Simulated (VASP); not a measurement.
Output of a VASP run:

OUTCAR:
```
 ion  position               nearest neighbor table
   1  0.000  0.000  0.000-   2 2.33   3 2.33   3 2.33   3 2.33   3 2.33   2 2.33   2 2.33   2 2.33
  LATTYP: Found a face centered cubic cell.
 ALAT       =     5.3794488436
 Subroutine PRICEL returns:
 Original cell was already a primitive cell.
 Subroutine GETGRP returns: Found 48 space group operations
The static configuration has the point symmetry O_h .
The dynamic configuration has the point symmetry O_h .
 Subroutine INISYM returns: Found 48 space group operations
 Subroutine IBZKPT returns following result:
 Found     29 irreducible k-points:

 Following reciprocal coordinates:
            Coordinates               Weight
  0.000000  0.000000  0.000000      1.000000
  0.125000  0.000000  0.000000      8.000000
  0.250000  0.000000  0.000000      8.000000
  0.375000  0.000000  0.000000      8.000000
  0.500000  0.000000  0.000000      4.000000
  0.125000  0.125000  0.000000      6.000000
  0.250000  0.125000  0.000000     24.000000
  0.375000  0.125000  0.000000     24.000000
  0.500000  0.125000  0.000000     24.000000
 -0.375000  0.125000  0.000000     24.000000
 -0.250000  0.125000  0.000000     24.000000
 -0.125000  0.125000  0.000000     12.000000
  0.250000  0.250000  0.000000      6.000000
  0.375000  0.250000  0.000000     24.000000
  0.500000  0.250000  0.000000     24.000000
 -0.375000  0.250000  0.000000     24.000000
 -0.250000  0.250000  0.000000     12.000000
  0.375000  0.375000  0.000000      6.000000
  0.500000  0.375000  0.000000     24.000000
 -0.375000  0.375000  0.000000     12.000000
  0.500000  0.500000  0.000000      3.000000
  0.375000  0.250000  0.125000     24.000000
  0.500000  0.250000  0.125000     48.000000
 -0.375000  0.250000  0.125000     24.000000
  0.500000  0.375000  0.125000     24.000000
 -0.375000  0.375000  0.125000     48.000000
 -0.250000  0.375000  0.125000     24.000000
 -0.375000  0.500000  0.125000     12.000000
 -0.250000  0.500000  0.250000      6.000000
   k-points           NKPTS =     29   k-points in BZ     NKDIM =     29   number of bands    NBANDS=     17
   number of dos      NEDOS =    601   number of ions     NIONS =      3
   total plane-waves  NPLWV =  21952
   dimension x,y,z NGX =    28 NGY =   28 NGZ =   28
   dimension x,y,z NGXF=    56 NGYF=   56 NGZF=   56
   ions per type =               1   2
   PREC   = accura    normal or accurate (medium, high low for compatibility)
   ISTART =      0    job   : 0-new  1-cont  2-samecut
   ICHARG =      2    charge: 1-file 2-atom 10-const
   ISPIN  =      1    spin polarized calculation?
   LNONCOLLINEAR =      F non collinear calculations
   LSORBIT =      F    spin-orbit coupling
   INIWAV =      1    electr: 0-lowe 1-rand  2-diag
   ENCUT  =  520.0 eV  38.22 Ry    6.18 a.u.   7.07  7.07  7.07*2*pi/ulx,y,z
   NELM   =    100;   NELMIN=  2; NELMDL= -5     # of ELM steps
   EDIFF  = 0.1E-06   stopping-criterion for ELM
   LREAL  =      F    real-space projection
   NLSPLINE    = F    spline interpolate recip. space projectors
   LMAXMIX     =    4 max onsite mixed and CHGCAR
   VOSKOWN=      0    Vosko Wilk Nusair interpolation
   EDIFFG = 0.1E-05   stopping-criterion for IOM
   NSW    =      0    number of steps for IOM
   NBLOCK =      1;   KBLOCK =      1    inner block; outer block
   IBRION =     -1    ionic relax: 0-MD 1-quasi-New 2-CG
   NFREE  =      0    steps in history (QN), initial steepest desc. (CG)
   ISIF   =      2    stress and relaxation
   ISYM   =      2    0-nonsym 1-usesym 2-fastsym
   TEIN   =    0.0    initial temperature
   TEBEG  =    0.0;   TEEND  =   0.0 temperature during run
   SMASS  =  -3.00    Nose mass-parameter (am)
   PSTRESS=    0.0 pullay stress
   NELECT =      26.0000    total number of electrons
   EFERMI =   0.00;   METHOD = LEGACY
   ISMEAR =    -5;   SIGMA  =   0.20  broadening in eV -4-tet -1-fermi 0-gaus
   IALGO  =     38    algorithm
   LDIAG  =      T    sub-space diagonalisation (order eigenvalues)
...
```

### OSZICAR
```
       N       E                     dE             d eps       ncg     rms          rms(c)
DAV:   1     0.179164665592E+03    0.17916E+03   -0.16317E+04  1026   0.159E+03
DAV:   2    -0.329813339679E+02   -0.21215E+03   -0.20784E+03  1098   0.394E+02
DAV:   3    -0.421957905620E+02   -0.92145E+01   -0.91917E+01  1057   0.928E+01
DAV:   4    -0.422409529701E+02   -0.45162E-01   -0.45142E-01  1159   0.654E+00
DAV:   5    -0.422410954572E+02   -0.14249E-03   -0.14249E-03  1064   0.334E-01    0.894E+00
DAV:   6    -0.325493286064E+02    0.96918E+01   -0.52250E+00  1004   0.490E+01    0.105E+01
DAV:   7    -0.326550608779E+02   -0.10573E+00   -0.22408E+00   996   0.165E+01    0.478E+00
DAV:   8    -0.336902245096E+02   -0.10352E+01   -0.57910E-01   986   0.106E+01    0.240E+00
DAV:   9    -0.324231533755E+02    0.12671E+01   -0.42149E-01   986   0.743E+00    0.733E-01
DAV:  10    -0.328079562999E+02   -0.38480E+00   -0.43002E-01   986   0.664E+00    0.257E-01
DAV:  11    -0.328407547381E+02   -0.32798E-01   -0.11327E-02   992   0.145E+00    0.190E-01
DAV:  12    -0.328324870894E+02    0.82676E-02   -0.15852E-02   986   0.153E+00    0.260E-01
DAV:  13    -0.328473111179E+02   -0.14824E-01   -0.67197E-03   986   0.995E-01    0.608E-02
DAV:  14    -0.328477687919E+02   -0.45767E-03   -0.20254E-04  1014   0.158E-01    0.307E-02
DAV:  15    -0.328478941870E+02   -0.12540E-03   -0.59424E-05   995   0.851E-02    0.149E-02
DAV:  16    -0.328479275943E+02   -0.33407E-04   -0.77527E-05   992   0.100E-01    0.119E-02
DAV:  17    -0.328479617249E+02   -0.34131E-04   -0.29163E-05   988   0.599E-02    0.195E-03
DAV:  18    -0.328479628581E+02   -0.11332E-05   -0.66043E-07  1021   0.107E-02    0.952E-04
DAV:  19    -0.328479631732E+02   -0.31514E-06   -0.17472E-07   784   0.496E-03    0.679E-04
DAV:  20    -0.328479634434E+02   -0.27022E-06   -0.40451E-08   748   0.245E-03    0.254E-04
DAV:  21    -0.328479633788E+02    0.64628E-07   -0.24028E-09   498   0.531E-04
   1 F= -.32847963E+02 E0= -.32847963E+02  d E =0.000000E+00
       N       E                     dE             ncg
       N       E                     dE             ncg
       N       E                     dE             ncg
```

OUTCAR:
```
------------------------ aborting loop because EDIFF is reached ----------------------------------------
  FORCE on cell =-STRESS in cart. coord.  units (eV):
  Direction    XX          YY          ZZ          XY          YZ          ZX
  --------------------------------------------------------------------------------------
  Total        0.0497650      0.0497650      0.0497650      0.0000000     -0.0000000     -0.0000000
  in kB        2.0487155      2.0487155      2.0487155      0.0000000     -0.0000000     -0.0000000
  external PRESSURE =       2.0487155 kB  Pullay stress =       0.0000000 kB
  volume of cell :       38.92
      direct lattice vectors                 reciprocal lattice vectors
     0.000000000  2.689724422  2.689724422    -0.185892650  0.185892650  0.185892650
     2.689724422  0.000000000  2.689724422     0.185892650 -0.185892650  0.185892650
     2.689724422  2.689724422  0.000000000     0.185892650  0.185892650 -0.185892650
 POSITION                                       TOTAL-FORCE (eV/Angst)
 -----------------------------------------------------------------------------------
      0.00000      0.00000      0.00000         0.000000     -0.000000      0.000000
      1.34486      1.34486      1.34486        -0.000000     -0.000000      0.000000
      4.03459      4.03459      4.03459         0.000000      0.000000     -0.000000
 -----------------------------------------------------------------------------------
    total drift:                                0.000000      0.000000      0.000000
  FREE ENERGIE OF THE ION-ELECTRON SYSTEM (eV)
  ---------------------------------------------------
  free  energy   TOTEN  =       -32.8479633788 eV

  energy  without entropy=      -32.8479633788  energy(sigma->0) =      -32.84796338

 total charge

# of ion       s       p       d       tot
------------------------------------------
    1        0.209   0.185   9.705  10.099
    2        1.742   4.370   0.000   6.113
    3        1.742   4.370   0.000   6.113
--------------------------------------------------
tot          3.694   8.926   9.705  22.324

 Electric field gradients after diagonalization (V/A^2)
 (convention: |V_zz| > |V_xx| > |V_yy|)
----------------------------------------------------------------------
 ion       V_xx      V_yy      V_zz     asymmetry (V_yy - V_xx)/ V_zz
----------------------------------------------------------------------
   1       0.002     0.002    -0.004       0.000
   2      -0.008    -0.008     0.016       0.000
   3      -0.008    -0.008     0.016       0.000
```
(Selected blocks of OUTCAR.)

**POSCAR**
```
CdF2
1
    0.0000000000     2.6897244218     2.6897244218
    2.6897244218     0.0000000000     2.6897244218
    2.6897244218     2.6897244218    -0.0000000000
Cd F
1 2
Direct
  0.0000000000   0.0000000000   0.0000000000
  0.2500000000   0.2500000000   0.2500000000
  0.7500000000   0.7500000000   0.7500000000
```

### Question
Reconstruct the remaining input files.

### Answer
One answer among several that fit: the input of the run itself, r2SCAN+rVV10, plane waves, VASP's PBE PAW potentials (set 64).

INCAR:
```
ALGO = Normal
BPARAM = 11.95
CPARAM = 0.0093
EDIFF = 1E-7
ENCUT = 520
ISIF = 2
ISMEAR = -5
LASPH = .TRUE.
LCHARG = .FALSE.
LEFG = .TRUE.
LMAXMIX = 4
LMIXTAU = .TRUE.
LORBIT = 11
LREAL = .FALSE.
LUSE_VDW = .TRUE.
LWAVE = .FALSE.
METAGGA = R2SCAN
NEDOS = 601
NELM = 100
PREC = Accurate
SYSTEM = CdF2
```

KPOINTS:
```
Automatic mesh
0
Gamma
  8 8 8
0 0 0
```

**KPOINTS_OPT**
```
k-points along high-symmetry lines
10
Line-mode
Reciprocal
  0.000000   0.000000   0.000000 ! GAMMA
  0.500000   0.000000   0.500000 ! X

  0.500000   0.000000   0.500000 ! X
  0.625000   0.250000   0.625000 ! U

  0.375000   0.375000   0.750000 ! K
  0.000000   0.000000   0.000000 ! GAMMA

  0.000000   0.000000   0.000000 ! GAMMA
  0.500000   0.500000   0.500000 ! L

  0.500000   0.500000   0.500000 ! L
  0.500000   0.250000   0.750000 ! W

  0.500000   0.250000   0.750000 ! W
  0.500000   0.000000   0.500000 ! X
```

POTCAR, in this order: Cd F (PBE.64 set). Program: vasp_std.

The compound is CdF2 in the fluorite structure. It was relaxed first.
